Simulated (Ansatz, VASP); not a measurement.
One calculation of Al3BP2, two programs

```
Al B P
1.0
     4.35703    0.00000    0.00000
    -2.17851    3.77330    0.00000
     0.00000    0.00000    8.82096
Al B P
3 1 2
Direct
  0.66667 0.33333 0.73131
  0.66667 0.33333 0.26869
  0.33333 0.66667 0.00000
  0.66667 0.33333 0.50000
  0.66667 0.33333 0.00000
  0.00000 0.00000 0.00000
```

Alike in both runs: functional PBE; k mesh 12 × 12 × 4; occupations gaussian, width 0.1 eV; no spin polarisation.

Ansatz relaxed the structure, and its values are those at the end. VASP's run is a single point on that final structure, the one shown.

```csv
,VASP,Ansatz
version,VASP 6.6.1,Ansatz 0.2.0
potentials or method,"VASP PAW PBE potentials, release 64 (Al, B, P)","scalar-relativistic, plane waves, PAW"
plane-wave cutoff (eV),520,420
valence electrons in the cell,22,22
```

```csv
,VASP,Ansatz,Ansatz less VASP
gap on the k mesh at the Fermi level (eV),none,none,-
pressure (GPa),-0.1,0.0,+0.06
```

A gap of «none» marks a metal or a gap that the smearing closes. With one functional, cell and mesh, what is left measures potentials, basis and numerics.
